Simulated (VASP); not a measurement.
VASP ran on this input.

**KPOINTS**
```
Automatic mesh
0
Gamma
9 9 9
0 0 0
```

### INCAR
```
SYSTEM = Na
PREC = Accurate
ENCUT = 400
EDIFF = 1E-6
NELM = 100
ALGO = Normal
LREAL = .FALSE.
LASPH = .TRUE.
ISMEAR = 1
SIGMA = 0.1
GGA = PE
LWAVE = .FALSE.
LCHARG = .FALSE.
ISIF = 2
```

POSCAR:
```
Na
1
   -2.1300000000     2.1300000000     2.1300000000
    2.1300000000    -2.1300000000     2.1300000000
    2.1300000000     2.1300000000    -2.1300000000
Na
1
Direct
  0.0000000000   0.0000000000   0.0000000000
```

POTCAR, in this order: Na_pv (PBE.64 set). Program: vasp_gam.

Output

File standard output:
```
 POSCAR found type information on POSCAR Na
 POSCAR found :  1 types and       1 ions
 Reading from existing POTCAR
 Reading from existing POTCAR
 LDA part: xc-table for (Slater+PW92), standard interpolation

 -----------------------------------------------------------------------------
|                                                                             |
|     EEEEEEE  RRRRRR   RRRRRR   OOOOOOO  RRRRRR      ###     ###     ###     |
|     E        R     R  R     R  O     O  R     R     ###     ###     ###     |
|     E        R     R  R     R  O     O  R     R     ###     ###     ###     |
|     EEEEE    RRRRRR   RRRRRR   O     O  RRRRRR       #       #       #      |
|     E        R   R    R   R    O     O  R   R                               |
|     E        R    R   R    R   O     O  R    R      ###     ###     ###     |
|     EEEEEEE  R     R  R     R  OOOOOOO  R     R     ###     ###     ###     |
|                                                                             |
|     You are using the Gamma-point-only version with more than one           |
|     k-point or some other non-Gamma k-point.                                |
|                                                                             |
|       ---->  I REFUSE TO CONTINUE WITH THIS SICK JOB ... BYE!!! <----       |
|                                                                             |
 -----------------------------------------------------------------------------
```

Read the log: what went wrong, and how is it fixed?

The cause: the Γ-only program was given a k-mesh. VASP stops with an error: You are using the Gamma-point-only version with more than one k-point or some other non-Gamma k-point. ----> I REFUSE TO CONTINUE WITH THIS SICK JOB ... BYE!!! <---- To mend it, run vasp_std.

The mended run (PBE GGA, plane waves, VASP's PBE PAW potentials (set 64)) converges, and its OSZICAR ends with
```
   1 F= -.13139403E+01 E0= -.13138717E+01  d E =-.206019E-03
```

The compound is Na in the bcc structure. The cell was not relaxed at this level.
